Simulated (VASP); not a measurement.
VASP ran on this input.

File POSCAR:
```
Ti2Pd
1
   -1.5385367689     1.5385367689     4.9078025931
    1.5385367689    -1.5385367689     4.9078025931
    1.5385367689     1.5385367689    -4.9078025931
Ti Pd
2 1
Direct
  0.6641590326   0.6641590326   0.0000000000
  0.3358409674   0.3358409674   0.0000000000
  0.0000000000   0.0000000000   0.0000000000
```

**KPOINTS**
```
Automatic mesh
0
gamma
  13 13 13
```

### INCAR
```
! general
SYSTEM  = Ti2Pd
PREC    = Accurate
ENCUT   = 400   ! plane-wave cut-off (eV)
LREAL   = .FALSE.   ! projection in real space or not
LASPH   = .TRUE.   ! aspherical one-centre terms

! electronic loop
EDIFF   = 1E-6
NELM    = 100
ALGO    = Normal   ! blocked Davidson
LMAXMIX = 4   ! l cut-off of mixed one-centre charges

! smearing
ISMEAR  = 1
SIGMA   = 0.1   ! width (eV)

! functional
GGA     = PS   ! PBEsol

! ions
IBRION  = 2
NSW     = 60   ! most ionic steps
ISIF    = 3
EDIFFG  = -0.02

! output
LWAVE   = .FALSE.
LCHARG  = .FALSE.
```

POTCAR, in this order: Ti_sv Pd (PBE.64 set). Program: vasp_std.

### Question
Write an equivalent input for Ansatz.

### Answer
One equivalent input (not run):
Ansatz 0.2 input:
```yaml
crystal:
  lattice:
    - [-1.5385368, 1.5385368, 4.9078026]
    - [1.5385368, -1.5385368, 4.9078026]
    - [1.5385368, 1.5385368, -4.9078026]
  atoms:
    - { symbol: Ti, position: [0.6641590, 0.6641590, 0.0000000] }
    - { symbol: Ti, position: [0.3358410, 0.3358410, 0.0000000] }
    - { symbol: Pd, position: [0.0000000, 0.0000000, 0.0000000] }
kpoints:
  mp_grid: { grid: [13, 13, 13] }
hamiltonian:
  xc: pbesol
  pseudopotentials: { kind: paw }
scf:
  occupations: { method: methfessel_paxton, width: 0.1 }
  max_iter: 100
relax:
  max_steps: 60
  f_tol: 0.02
  cell: {}
output: { forces: true, stress: true, eigenvalues: true }
```
Limits of the translation: each code has its own PAW files, so the cut-off isn't converted (ENCUT is set for VASP's; basis.ecutwfc is left out, and Ansatz then takes the one that its files recommend); Ansatz stops its SCF on the density residual and VASP on the energy change (EDIFF).

The structure comes from a computed database's Ti2Pd entry (I4/mmm); how it stands against other phases isn't given here. This run relaxes it. Symmetry was kept, so distortions that lower it aren't found. The start is the result of an earlier pass.
